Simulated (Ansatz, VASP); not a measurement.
# Ru in two plane-wave programs, part 2 of 2

Aim: how closely do two programs agree when they are given the same cell, functional and k mesh? The cell is a member of a volume series, scaled by 1.02 from a relaxed one, so a pressure remains.

VASP 6.6.1 and Ansatz 0.2.0.

So far: Set-up; VASP: zone-centre phonons, LDA, volume scaled by 1.02; Ansatz: zone-centre phonons, LDA, volume scaled by 1.02; Differences.

**5. Ansatz: zone-centre phonons, LDA, volume scaled by 1.06**

Level of this step: Ansatz beside VASP: Kohn-Sham DFT, plane waves, LDA (Ansatz).

Second derivatives magnify differences that forces hide, and they need a tight electronic threshold. The cell compared in this pair holds 27.81 Å³, against 26.76 Å³ for the pair before.

The cell is a member of a volume series, scaled by 1.06 from a relaxed one, so a pressure remains.

input.yaml

```yaml
crystal:
  lattice:
    - [2.7312836195, 0.0, 0.0]
    - [-1.3656418097, 2.3653610016, 0.0]
    - [0.0, 0.0, 4.3053248742]
  atoms:
    - { symbol: Ru, position: [0.33333333, 0.66666667, 0.25] }
    - { symbol: Ru, position: [0.66666667, 0.33333333, 0.75] }
hamiltonian:
  xc: lda
  pseudopotentials: { kind: paw }
kpoints:
  mp_grid: { grid: [22, 22, 12] }
scf:
  occupations: { method: methfessel_paxton, width: 0.15 }
phonons:
  method: dfpt
  qpoints: [[0, 0, 0]]
```

On the command line:

```bash
$ ansatz run input.yaml --threads 4 --pin off --max-ram 9216MiB --backend cpu --events-out ev --progress --plain --runs-dir out
```

Numbers of over 12 decimals in the logs are rounded to 6 here.

Log:

```text
[...]
Crystal: 2 atoms, lattice volume = 27.814 Å³
Basis set: ecut = 420 eV, 537 PW (Γ), exchange–correlation on 40×40×60 points (8 copies of the dense FFT grid, shifted against one another)
Bands: 20, of which v1, the nominal top of the filled ones, is band 16 counted from 1 (15 counted from 0)
Symmetry: 24 space group operations
k-points: 931 of 5808 (irreducible under 4 space group operations, time reversal used)
[...]
k-point 930: bands = [... 12 lower, 19.9328, 19.9328, 21.2111, 21.2111, 24.1106, 24.1106, 27.4255, 27.4255, ... 4 higher]
[...]
ASR residual: 9.053e-5 → 0.000e0 eV/Å²; symmetrization residual: 8.784e-10 eV/Å²
  ASR residual per site (eV/Å²): 9.05e-5 9.05e-5
  Γ frequencies (cm⁻¹): 0.00 0.00 0.00 198.61 198.61 228.76
[...]
--- Phonons (arbitrary-q DFPT): 1 explicit q-point ---
[...]
[key lines of the parts left out:]
SCF converged after 8 iterations
Free energy (F): -11516.488836 eV
Fermi energy:    22.526183 eV
```

Elapsed: 46 s, on 4 threads of Arm Neoverse V1, shared host; peak memory 1.7 GiB; 2.8 min of CPU time.

**6. VASP: zone-centre phonons, LDA, volume scaled by 1.06**

The same cell, functional (in two slightly different forms), mesh and smearing now go to VASP, with its own data sets and cutoff.

INCAR

```
SYSTEM = Ru
PREC = Accurate
ENCUT = 500
EDIFF = 1E-08
NELM = 100
ISMEAR = 1
SIGMA = 0.15
LREAL = .FALSE.
ALGO = Normal
GGA = CA
NBANDS = 20
LASPH = .TRUE.
LORBIT = 11
LWAVE = .FALSE.
LCHARG = .FALSE.
KPAR = 4
IBRION = 8
ISIF = 2
```

POSCAR

```
Ru
1.0
    2.7312836195      0.0000000000      0.0000000000
   -1.3656418097      2.3653610016      0.0000000000
    0.0000000000      0.0000000000      4.3053248742
Ru
2
Direct
    0.3333333300      0.6666666700      0.2500000000
    0.6666666700      0.3333333300      0.7500000000
```

KPOINTS

```
Automatic mesh
0
Gamma
22 22 12
0 0 0
```

PAW data sets: Ru_pv (LDA family, release 64).

On the command line:

```bash
$ mpirun -np 4 vasp_std
```

Log:

```text
[... set-up lines as in an earlier step ...]
 entering main loop
       N       E                     dE             d eps       ncg     rms          rms(c)
DAV:   1     0.279288065783E+03    0.27929E+03   -0.17380E+04 14608   0.151E+03
DAV:   2    -0.168379854139E+02   -0.29613E+03   -0.28801E+03 15076   0.452E+02
DAV:   3    -0.227777892313E+02   -0.59398E+01   -0.58920E+01 16608   0.713E+01
DAV:   4    -0.228254942364E+02   -0.47705E-01   -0.47664E-01 19156   0.601E+00
[...]
DAV:  11    -0.212988332153E+02    0.82260E-06   -0.20345E-05 16668   0.424E-02    0.194E-03
DAV:  12    -0.212988331962E+02    0.19103E-07   -0.15694E-07 16980   0.379E-03    0.108E-03
DAV:  13    -0.212988331876E+02    0.86084E-08   -0.62450E-09 10940   0.769E-04
   1 F= -.21298833E+02 E0= -.21299380E+02  d E =0.163948E-02
 Linear response reoptimize wavefunctions to high precision
DAV:   1    -0.212988331937E+02   -0.61696E-08   -0.15189E-09 10292   0.387E-04
DAV:   2    -0.212988331937E+02   -0.15461E-10   -0.85808E-11  9980   0.104E-04
 Linear response DOF=           2
 Linear response progress:
[...]
RMM:  21    -0.608518782050E+00    0.37171E-08   -0.22971E-07151651   0.225E-04    0.337E-07
RMM:  22    -0.608518788616E+00   -0.65654E-08   -0.27353E-07154385   0.224E-04    0.169E-07
RMM:  23    -0.608518792058E+00   -0.34424E-08   -0.22015E-07159142   0.224E-04    0.387E-08
 first order change of Fermi-energy   0.29274E-06
 force on displaced ion       1 direction 1 :  -7.359   0.000   0.000
 Linear response progress:
  Degree of freedom:   2/  2
       N       E                     dE             d eps       ncg     rms          rms(c)
RMM:   1    -0.619205214791E+00   -0.61921E+00    0.38309E+00 22819   0.602E+01
RMM:   2    -0.732485280349E+00   -0.11328E+00   -0.13429E-01 31472   0.304E+00    0.139E-01
RMM:   3    -0.732436747794E+00    0.48533E-04   -0.22400E-03 36640   0.466E-01    0.700E-02
RMM:   4    -0.731807469204E+00    0.62928E-03   -0.45497E-04 35780   0.164E-01    0.222E-02
[...]
RMM:  16    -0.731587572013E+00    0.22687E-07   -0.81003E-07 49156   0.230E-04    0.648E-07
RMM:  17    -0.731587572744E+00   -0.73103E-09   -0.57993E-07 51750   0.224E-04    0.304E-07
RMM:  18    -0.731587560629E+00    0.12116E-07   -0.32253E-07 49964   0.219E-04    0.679E-08
 first order change of Fermi-energy   0.98822E-04
 force on displaced ion       1 direction 3 :   0.000  -0.000  -9.927
 Linear response finished
```

From OUTCAR (step 6):

```text
  Total       -3.1874383     -3.1874383     -3.3099320     -0.0000000     -0.0000000     -0.0000000
  in kB     -183.6040291   -183.6040294   -190.6599590     -0.0000000     -0.0000000     -0.0000000
  external PRESSURE =    -185.9560058 kB  Pullay stress =       0.0000000 kB

 POSITION                                       TOTAL-FORCE (eV/Angst)
 -----------------------------------------------------------------------------------
     -0.00000      1.57691      1.07633         0.000000      0.000000      0.000000
      1.36564      0.78845      3.22899        -0.000000      0.000000      0.000000
 -----------------------------------------------------------------------------------
    total drift:                               -0.000005      0.000003     -0.000000

[... 1 part as in an earlier step ...]

[... 1 further part left out ...]
```

**7. Side by side**

Both answers:

```csv
quantity,Ansatz,VASP,difference
optical mode 1 to 2 (cm⁻¹),198.6,199.0,-0.19 %
optical mode 3 (cm⁻¹),228.8,231.1,-1.02 %
```

Modes are paired by rising frequency and degeneracy, not by their patterns, so a pair may still set unlike modes beside each other.

**8. Results**

| Quantity | Value |
| --- | --- |
| r.m.s. difference of the optical zone-centre modes, each program's sorted by frequency (zone-centre phonons, LDA, volume scaled by 1.02) | 1.5 cm⁻¹ |
| difference in optical mode 3 (zone-centre phonons, LDA, volume scaled by 1.02) | -1.0 % |
| r.m.s. difference of the optical zone-centre modes, each program's sorted by frequency (zone-centre phonons, LDA, volume scaled by 1.06) | 1.4 cm⁻¹ |
| difference in optical mode 3 (zone-centre phonons, LDA, volume scaled by 1.06) | -1.0 % |

The r.m.s. difference of the optical zone-centre modes, each program's sorted by frequency is 1.5 cm⁻¹ (zone-centre phonons, LDA, volume scaled by 1.02). Among the rows given in per cent, the largest difference of the zone-centre phonons, LDA, volume scaled by 1.02 pair is in optical mode 3, -1.0 %. Among the rows given in per cent, the largest difference of the zone-centre phonons, LDA, volume scaled by 1.06 pair is in optical mode 3, -1.0 %. 1 further run of this series is not shown here. How closely two codes agree says nothing of how well the functional describes the real material.

[Lines on the potential files, build, host, timing and source positions are cut from VASP's logs without a mark.]

[Logs are printed without paths, hosts, clocks, repeated set-up lines and the standing remarks that a program may print on its own settings, such as how far it seeks lower states.]

[Hosts, paths, dates, database ids (printed as entryN), source tags and the programs' standing remarks are cut or masked in the printed files.]
